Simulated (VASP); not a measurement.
## H3PtC3: single point with PBE

Crystal: H3PtC3.

```
H Pt C
1.0
     4.33303    0.00000    0.00000
     0.00000    4.33303    0.00000
     0.00000    0.00000    4.33303
H Pt C
3 1 3
Direct
  0.50000 0.00000 0.00000
  0.00000 0.50000 0.00000
  0.00000 0.00000 0.50000
  0.50000 0.50000 0.50000
  0.50000 0.50000 0.00000
  0.00000 0.50000 0.50000
  0.50000 0.00000 0.50000
```

The cell was built by a generator and needn't be a form met in nature.

The cell isn't the ideal one: species swapped into the La3GaBr3 type (Pm-3m, No. 221).

```
Program                : VASP 6.6.1
Task                   : single point
Functional             : PBE
Potentials or basis    : VASP PAW PBE potentials, release 64 (H, Pt, C)
Cutoff                 : 520 eV
k mesh                 : 4 × 4 × 4
Occupations            : gaussian, width 0.1 eV
Spin                   : no spin polarisation
Dipole correction      : no
Further INCAR settings : ALGO = Normal; EDIFF = 1e-06; NBANDS = 22
```

The pressure is -22.8 GPa. The band gap on the k mesh is none (metal or under the smearing width).

Levels at points of the mesh, in eV from the Fermi level:
```
           k point  band 8  band 9  band 10  band 11  band 12  band 13  band 14  band 15  band 16  band 17
(0.00, 0.00, 0.00)   -3.32   -3.32    -1.35    -1.35    -0.59    -0.26    -0.26    -0.26     0.30     0.30
(0.50, 0.00, 0.00)   -2.84   -2.76    -2.75    -2.75    -0.82    -0.33     0.14     0.14     0.68     0.68
(0.50, 0.50, 0.00)   -4.74   -2.69    -2.69    -2.05    -1.83     0.59     0.73     0.73     1.17     3.36
(0.50, 0.50, 0.50)   -6.27   -6.27    -1.76    -1.76    -1.76     1.20     1.20     1.20     4.63     5.11
```

It took 8.8 s on 1 thread of Intel(R) Xeon(R) 6975P-C (Granite Rapids), with other jobs on the host, peak memory 0.17 GiB.

Caveat: the k mesh is coarse (spacing up to 0.36 Å⁻¹), so the values aren't converged; so large a pressure means that the cell lies far from this level's equilibrium, or that cutoff or potentials fall short. Spin-orbit coupling is left out, which matters for the levels of Pt.
